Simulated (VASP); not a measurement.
Output of a VASP run:

OUTCAR:
```
 ion  position               nearest neighbor table
   1  0.500  0.000  0.000-   2 2.37  29 2.37  44 2.37  60 2.37
   2  0.625  0.125  0.125-   1 2.37   3 2.37   5 2.37  17 2.40
   3  0.750  0.250  0.000-   2 2.37   4 2.37  25 2.37  46 2.37
   4  0.875  0.375  0.125-   3 2.37  26 2.37  30 2.37  18 2.38
   5  0.750  0.000  0.250-   2 2.37   6 2.37  14 2.37  35 2.37
   6  0.875  0.125  0.375-   5 2.37  30 2.37  36 2.37  22 2.37
   7  0.000  0.000  0.000-   8 2.37  14 2.37  25 2.37  62 2.37
   8  0.125  0.125  0.125-   7 2.37   9 2.37  15 2.37  30 2.37
   9  0.250  0.250  0.000-   8 2.37  10 2.37  44 2.37  56 2.37
  10  0.375  0.375  0.125-  17 2.33  11 2.37   9 2.37  32 2.37
  11  0.500  0.500  0.000-  10 2.37  12 2.37  46 2.37  58 2.37
  12  0.625  0.625  0.125-  18 2.36  13 2.37  11 2.37  34 2.37
  13  0.750  0.750  0.000-  12 2.37  14 2.37  48 2.37  60 2.37
  14  0.875  0.875  0.125-   5 2.37   7 2.37  13 2.37  49 2.37
  15  0.250  0.000  0.250-   8 2.37  16 2.37  29 2.37  50 2.37
  16  0.375  0.125  0.375-  15 2.37  20 2.37  38 2.37  17 2.37
  17  0.497  0.252  0.249-  10 2.33  16 2.37   2 2.40
  18  0.749  0.501  0.250-  12 2.36  19 2.36   4 2.38
  19  0.875  0.625  0.375-  18 2.36  41 2.37  49 2.37  51 2.37
  20  0.500  0.000  0.500-  16 2.37  21 2.37  35 2.37  54 2.37
  21  0.625  0.125  0.625-  20 2.37  24 2.37  45 2.37  22 2.38
  22  0.748  0.251  0.498-   6 2.37  21 2.38  23 2.39
  23  0.875  0.375  0.625-  47 2.37  51 2.37  55 2.37  22 2.39
  24  0.750  0.000  0.750-  21 2.37  25 2.37  42 2.37  60 2.37
  25  0.875  0.125  0.875-   3 2.37   7 2.37  24 2.37  55 2.37
  26  0.000  0.500  0.000-   4 2.37  27 2.37  48 2.37  56 2.37
  27  0.125  0.625  0.125-  26 2.37  28 2.37  32 2.37  49 2.37
  28  0.250  0.750  0.000-  27 2.37  29 2.37  58 2.37  62 2.37
  29  0.375  0.875  0.125-   1 2.37  15 2.37  28 2.37  34 2.37
  30  0.000  0.250  0.250-   4 2.37   6 2.37   8 2.37  31 2.37
  31  0.125  0.375  0.375-  30 2.37  32 2.37  38 2.37  51 2.37
  32  0.250  0.500  0.250-  10 2.37  27 2.37  31 2.37  33 2.37
  33  0.375  0.625  0.375-  63 2.32  34 2.37  53 2.37  32 2.37
  34  0.500  0.750  0.250-  12 2.37  29 2.37  33 2.37  35 2.37
  35  0.625  0.875  0.375-   5 2.37  20 2.37  34 2.37  41 2.37
  36  0.000  0.000  0.500-   6 2.37  37 2.37  42 2.37  50 2.37
  37  0.125  0.125  0.625-  36 2.37  38 2.37  43 2.37  55 2.37
  38  0.250  0.250  0.500-  16 2.37  31 2.37  37 2.37  39 2.37
  39  0.375  0.375  0.625-  38 2.37  45 2.37  57 2.37  63 2.38
  40  0.625  0.625  0.625-  41 2.37  47 2.37  59 2.37  63 2.40
  41  0.750  0.750  0.500-  19 2.37  35 2.37  40 2.37  42 2.37
  42  0.875  0.875  0.625-  24 2.37  36 2.37  41 2.37  61 2.37
  43  0.250  0.000  0.750-  37 2.37  44 2.37  54 2.37  62 2.37
  44  0.375  0.125  0.875-   1 2.37   9 2.37  43 2.37  45 2.37
  45  0.500  0.250  0.750-  21 2.37  39 2.37  44 2.37  46 2.37
  46  0.625  0.375  0.875-   3 2.37  11 2.37  45 2.37  47 2.37
  47  0.750  0.500  0.750-  23 2.37  40 2.37  46 2.37  48 2.37
  48  0.875  0.625  0.875-  13 2.37  26 2.37  47 2.37  61 2.37
  49  0.000  0.750  0.250-  14 2.37  19 2.37  27 2.37  50 2.37
  50  0.125  0.875  0.375-  15 2.37  36 2.37  49 2.37  53 2.37
  51  0.000  0.500  0.500-  19 2.37  23 2.37  31 2.37  52 2.37
  52  0.125  0.625  0.625-  51 2.37  53 2.37  57 2.37  61 2.37
  53  0.250  0.750  0.500-  33 2.37  50 2.37  52 2.37  54 2.37
  54  0.375  0.875  0.625-  20 2.37  43 2.37  53 2.37  59 2.37
  55  0.000  0.250  0.750-  23 2.37  25 2.37  37 2.37  56 2.37
  56  0.125  0.375  0.875-   9 2.37  26 2.37  55 2.37  57 2.37
  57  0.250  0.500  0.750-  39 2.37  52 2.37  56 2.37  58 2.37
  58  0.375  0.625  0.875-  11 2.37  28 2.37  57 2.37  59 2.37
  59  0.500  0.750  0.750-  40 2.37  54 2.37  58 2.37  60 2.37
  60  0.625  0.875  0.875-   1 2.37  13 2.37  24 2.37  59 2.37
  61  0.000  0.750  0.750-  42 2.37  48 2.37  52 2.37  62 2.37
  62  0.125  0.875  0.875-   7 2.37  28 2.37  43 2.37  61 2.37
  63  0.498  0.501  0.497-  33 2.32  39 2.38  40 2.40
 Subroutine IBZKPT returns following result:
 Found      1 irreducible k-points:

 Following reciprocal coordinates:
            Coordinates               Weight
  0.000000  0.000000  0.000000      1.000000
   k-points           NKPTS =      1   k-points in BZ     NKDIM =      1   number of bands    NBANDS=    160
   number of dos      NEDOS =    301   number of ions     NIONS =     63
   total plane-waves  NPLWV = 157464
   dimension x,y,z NGX =    54 NGY =   54 NGZ =   54
   dimension x,y,z NGXF=   108 NGYF=  108 NGZF=  108
   ions per type =              62   1
   PREC   = normal    normal or accurate (medium, high low for compatibility)
   ISTART =      0    job   : 0-new  1-cont  2-samecut
   ICHARG =      2    charge: 1-file 2-atom 10-const
   ISPIN  =      2    spin polarized calculation?
...
```

**OSZICAR**
```
...
  17 F= -.34122911E+03 E0= -.34121340E+03  d E =-.750580E-02  mag=     2.0000
       N       E                     dE             d eps       ncg     rms          rms(c)
DAV:   1    -0.341231715872E+03   -0.26061E-02   -0.22239E-01   656   0.937E-01    0.207E-01
RMM:   2    -0.341232532853E+03   -0.81698E-03   -0.97654E-03   640   0.223E-01    0.973E-02
RMM:   3    -0.341232660050E+03   -0.12720E-03   -0.22117E-03   647   0.105E-01    0.557E-02
RMM:   4    -0.341232673898E+03   -0.13848E-04   -0.45354E-04   679   0.498E-02    0.397E-02
RMM:   5    -0.341232687711E+03   -0.13813E-04   -0.14109E-04   634   0.258E-02    0.304E-02
RMM:   6    -0.341232684824E+03    0.28867E-05   -0.68498E-05   571   0.153E-02
  18 F= -.34123268E+03 E0= -.34121617E+03  d E =-.357394E-02  mag=     2.0000
       N       E                     dE             d eps       ncg     rms          rms(c)
DAV:   1    -0.341232728614E+03   -0.40903E-04   -0.48354E-03   752   0.138E-01    0.296E-02
RMM:   2    -0.341232751000E+03   -0.22386E-04   -0.22068E-04   641   0.335E-02    0.160E-02
RMM:   3    -0.341232754380E+03   -0.33795E-05   -0.55408E-05   562   0.160E-02    0.921E-03
RMM:   4    -0.341232755253E+03   -0.87342E-06   -0.10560E-05   380   0.767E-03
  19 F= -.34123276E+03 E0= -.34121615E+03  d E =-.364436E-02  mag=     2.0000
       N       E                     dE             d eps       ncg     rms          rms(c)
DAV:   1    -0.341233684282E+03   -0.92990E-03   -0.92503E-02   656   0.590E-01    0.140E-01
RMM:   2    -0.341234030104E+03   -0.34582E-03   -0.44725E-03   640   0.150E-01    0.572E-02
RMM:   3    -0.341234085719E+03   -0.55615E-04   -0.84372E-04   648   0.697E-02    0.309E-02
RMM:   4    -0.341234096887E+03   -0.11168E-04   -0.19968E-04   689   0.327E-02    0.248E-02
RMM:   5    -0.341234100561E+03   -0.36744E-05   -0.44354E-05   504   0.151E-02
  20 F= -.34123410E+03 E0= -.34121745E+03  d E =-.134531E-02  mag=     2.0000
       N       E                     dE             d eps       ncg     rms          rms(c)
DAV:   1    -0.341234101193E+03   -0.43060E-05   -0.61320E-05   664   0.162E-02    0.958E-03
RMM:   2    -0.341234101849E+03   -0.65627E-06   -0.96534E-06   361   0.646E-03    0.538E-03
RMM:   3    -0.341234102084E+03   -0.23528E-06   -0.13861E-06   280   0.274E-03    0.348E-03
RMM:   4    -0.341234102168E+03   -0.84292E-07   -0.44771E-07   180   0.177E-03
  21 F= -.34123410E+03 E0= -.34121749E+03  d E =-.134692E-02  mag=     2.0000
       N       E                     dE             d eps       ncg     rms          rms(c)
DAV:   1    -0.341234597894E+03   -0.49581E-03   -0.39395E-02   656   0.375E-01    0.807E-02
RMM:   2    -0.341234753293E+03   -0.15540E-03   -0.18400E-03   640   0.949E-02    0.342E-02
RMM:   3    -0.341234776664E+03   -0.23371E-04   -0.34918E-04   647   0.442E-02    0.186E-02
RMM:   4    -0.341234782838E+03   -0.61733E-05   -0.83106E-05   603   0.207E-02
  22 F= -.34123478E+03 E0= -.34121832E+03  d E =-.680669E-03  mag=     2.0000
       N       E                     dE             d eps       ncg     rms          rms(c)
DAV:   1    -0.341234811374E+03   -0.34710E-04   -0.32454E-03   736   0.107E-01    0.256E-02
RMM:   2    -0.341234823661E+03   -0.12286E-04   -0.16373E-04   641   0.282E-02    0.128E-02
RMM:   3    -0.341234826837E+03   -0.31761E-05   -0.35657E-05   456   0.135E-02    0.823E-03
RMM:   4    -0.341234827623E+03   -0.78625E-06   -0.86514E-06   379   0.620E-03
  23 F= -.34123483E+03 E0= -.34121845E+03  d E =-.725455E-03  mag=     2.0000
```

File OUTCAR:
```
------------------------ aborting loop because EDIFF is reached ----------------------------------------
  FORCE on cell =-STRESS in cart. coord.  units (eV):
  Direction    XX          YY          ZZ          XY          YZ          ZX
  --------------------------------------------------------------------------------------
  Total      -18.7128013    -18.8910441    -18.2097727     -5.7272652      4.9796303     -4.6278453
  in kB      -22.9163714    -23.1346540    -22.3003445     -7.0138156      6.0982349     -5.6674262
  external PRESSURE =     -22.7837900 kB  Pullay stress =       0.0000000 kB
  volume of cell :     1308.29
      direct lattice vectors                 reciprocal lattice vectors
    10.937074700  0.000000000  0.000000000     0.091432127  0.000000000  0.000000000
     0.000000000 10.937074700  0.000000000     0.000000000  0.091432127  0.000000000
     0.000000000  0.000000000 10.937074700     0.000000000  0.000000000  0.091432127
 POSITION                                       TOTAL-FORCE (eV/Angst)
 -----------------------------------------------------------------------------------
      5.45304     10.92726     10.92686         0.007516      0.001009      0.009110
      6.88950      1.33305      1.33239        -0.013860      0.000970     -0.000501
      8.22247      2.71368     10.89127        -0.000539     -0.003473      0.016352
      9.60338      4.04550      1.33270         0.000693      0.014476      0.002187
      8.22378     10.89529      2.71600         0.000454      0.015827     -0.005039
      9.60487      1.33192      4.05176        -0.005642      0.006651      0.026378
      0.00194     10.93465     10.93223         0.000684      0.002271      0.003430
      1.41319      1.34867      1.34692        -0.005901     -0.005382     -0.004671
      2.76453      2.74369     10.93657        -0.000411      0.007432     -0.001988
      4.15273      4.10973      1.41075        -0.007953     -0.007105      0.000990
      5.46288      5.47306      0.00192         0.005231     -0.006009     -0.003533
      6.82565      6.78051      1.41318         0.001194      0.007750     -0.000836
      8.19323      8.17150      0.00040        -0.006095     -0.000896      0.000997
      9.58729      9.52382      1.34732         0.003317      0.006368     -0.003834
      2.76757      0.00526      2.74126         0.009227      0.000320      0.005658
      4.16055      1.41840      4.10907         0.008464      0.009837     -0.008651
      5.54310      2.69728      2.68420         0.008733      0.019521      0.007516
      8.24034      5.39123      2.68639        -0.010219     -0.008840      0.014353
      9.51811      6.77535      4.11008        -0.009932     -0.011948     -0.010494
      5.46752      0.00698      5.47082         0.009111      0.001180     -0.007998
      6.83504      1.41825      6.77520         0.007018      0.005538     -0.000551
      8.23546      2.70498      5.37122        -0.006298      0.017033     -0.023570
      9.51999      4.10205      6.77711        -0.002168     -0.008395      0.001475
      8.19148      0.00688      8.16682         0.001369      0.003603     -0.004183
      9.58853      1.34794      9.52205         0.009675     -0.007898      0.000097
      0.00972      5.48390     10.92720        -0.006144     -0.008275      0.009805
      1.42069      6.80230      1.42900         0.006386      0.000496     -0.007713
      2.72075      8.21642      0.04394        -0.000531      0.003341      0.013524
      4.13438      9.51618      1.42932        -0.000419     -0.006678     -0.011484
      0.04259      2.71209      2.71581        -0.019292     -0.002138     -0.004131
      1.37594      4.09712      4.09384         0.014865      0.004654      0.009762
      2.84001      5.47184      2.86601        -0.002491     -0.005002      0.000993
      4.24882      6.68780      4.43322         0.002204     -0.003783      0.004528
      5.46488      8.09696      2.86653         0.003599      0.000533      0.000534
      6.83977      9.56076      4.09376        -0.004392     -0.011653      0.011811
      0.01146     10.92520      5.47869         0.002907     -0.000686     -0.004915
      1.41845      1.42966      6.79950         0.002268     -0.006395      0.005212
      2.83762      2.86700      5.46672        -0.001330      0.011880     -0.007469
      4.24527      4.43042      6.69372        -0.004111     -0.006027      0.010367
      6.50635      6.69129      6.69374         0.006724      0.004375      0.008469
      8.07014      8.09932      5.46663        -0.016146      0.001253     -0.001870
      9.50725      9.51821      6.79976         0.005984     -0.004276      0.003538
      2.72067      0.04878      8.21379         0.001892      0.006932     -0.010232
      4.13554      1.42865      9.51665         0.005221     -0.004043     -0.007201
      5.47066      2.86484      8.09684         0.002648      0.005833     -0.001049
      6.84063      4.09617      9.56011        -0.008103      0.008602     -0.010280
      8.07227      5.46653      8.09709        -0.006211     -0.003064     -0.001982
      9.50804      6.80094      9.51695         0.006150     -0.001413     -0.008540
     10.93124      8.16913      2.74058        -0.000815     -0.011527      0.004438
      1.38689      9.54837      4.10083         0.005399     -0.005726      0.011443
     10.93098      5.47004      5.47160        -0.004793     -0.009674     -0.005549
      1.33821      6.85854      6.85405         0.007787      0.001045      0.011135
      2.73683      8.20028      5.50416        -0.001231      0.003682     -0.007591
      4.07853      9.59905      6.85382        -0.002261     -0.001337      0.008950
     10.93012      2.74583      8.16746        -0.002242     -0.003112     -0.003530
      1.38253      4.10246      9.55008         0.005467      0.004904     -0.000694
...
```
(Selected blocks of OUTCAR.)

File POSCAR:
```
NSi62
1
   10.9370747000     0.0000000000     0.0000000000
    0.0000000000    10.9370747000     0.0000000000
   -0.0000000000    -0.0000000000    10.9370747000
Si N
62 1
Direct
  0.5000000000   0.0000000000   0.0000000000
  0.6250000000   0.1250000000   0.1250000000
  0.7500000000   0.2500000000   0.0000000000
  0.8750000000   0.3750000000   0.1250000000
  0.7500000000   0.0000000000   0.2500000000
  0.8750000000   0.1250000000   0.3750000000
  0.0000000000   0.0000000000   0.0000000000
  0.1250000000   0.1250000000   0.1250000000
  0.2500000000   0.2500000000   0.0000000000
  0.3750000000   0.3750000000   0.1250000000
  0.5000000000   0.5000000000   0.0000000000
  0.6250000000   0.6250000000   0.1250000000
  0.7500000000   0.7500000000   0.0000000000
  0.8750000000   0.8750000000   0.1250000000
  0.2500000000   0.0000000000   0.2500000000
  0.3750000000   0.1250000000   0.3750000000
  0.4970580000   0.2522200000   0.2492850000
  0.7493230000   0.5012370000   0.2502110000
  0.8750000000   0.6250000000   0.3750000000
  0.5000000000   0.0000000000   0.5000000000
  0.6250000000   0.1250000000   0.6250000000
  0.7482400000   0.2508520000   0.4975610000
  0.8750000000   0.3750000000   0.6250000000
  0.7500000000   0.0000000000   0.7500000000
  0.8750000000   0.1250000000   0.8750000000
  0.0000000000   0.5000000000   0.0000000000
  0.1250000000   0.6250000000   0.1250000000
  0.2500000000   0.7500000000   0.0000000000
  0.3750000000   0.8750000000   0.1250000000
  0.0000000000   0.2500000000   0.2500000000
  0.1250000000   0.3750000000   0.3750000000
  0.2500000000   0.5000000000   0.2500000000
  0.3750000000   0.6250000000   0.3750000000
  0.5000000000   0.7500000000   0.2500000000
  0.6250000000   0.8750000000   0.3750000000
  0.0000000000   0.0000000000   0.5000000000
  0.1250000000   0.1250000000   0.6250000000
  0.2500000000   0.2500000000   0.5000000000
  0.3750000000   0.3750000000   0.6250000000
  0.6250000000   0.6250000000   0.6250000000
  0.7500000000   0.7500000000   0.5000000000
  0.8750000000   0.8750000000   0.6250000000
  0.2500000000   0.0000000000   0.7500000000
  0.3750000000   0.1250000000   0.8750000000
  0.5000000000   0.2500000000   0.7500000000
  0.6250000000   0.3750000000   0.8750000000
  0.7500000000   0.5000000000   0.7500000000
  0.8750000000   0.6250000000   0.8750000000
  0.0000000000   0.7500000000   0.2500000000
  0.1250000000   0.8750000000   0.3750000000
  0.0000000000   0.5000000000   0.5000000000
  0.1250000000   0.6250000000   0.6250000000
  0.2500000000   0.7500000000   0.5000000000
  0.3750000000   0.8750000000   0.6250000000
  0.0000000000   0.2500000000   0.7500000000
  0.1250000000   0.3750000000   0.8750000000
  0.2500000000   0.5000000000   0.7500000000
  0.3750000000   0.6250000000   0.8750000000
  0.5000000000   0.7500000000   0.7500000000
  0.6250000000   0.8750000000   0.8750000000
  0.0000000000   0.7500000000   0.7500000000
  0.1250000000   0.8750000000   0.8750000000
  0.4975180000   0.5014650000   0.4966160000
```

**Question.** Write an INCAR and KPOINTS that could have produced this output.

**Answer.** One answer among several that fit: the input of the run itself, PBE GGA, plane waves, VASP's PBE PAW potentials (set 64).

**INCAR**
```
SYSTEM = NSi62
PREC = Normal; ENCUT = 400; LREAL = Auto
LASPH = .True.; ISYM = 0; NELECT = 252.0
EDIFF = 1E-5; NELM = 100; NELMIN = 4
ALGO = Fast
ISMEAR = 0; SIGMA = 0.05
GGA = PE
ISPIN = 2; MAGMOM = 63*0.0317; NUPDOWN = 2
IBRION = 2; NSW = 70; ISIF = 2
EDIFFG = -0.03
LWAVE = .True.; LCHARG = .False.; LORBIT = 10
```

**KPOINTS**
```
Automatic mesh
0
Gamma
1 1 1
0 0 0
```

POTCAR, in this order: Si N (PBE.64 set). Program: vasp_gam.

At this cut-off the stress carries a Pulay error, which pulls relaxed volumes low. The cell is charged, with a uniform compensating background. The supercell is sampled at Γ alone, which is coarse: total energies, pressure and levels can be off, energies of defects by several tenths of an eV.

The cell is a supercell with a defect, built from Si (diamond): N_Si-vac_Si, charge +1.
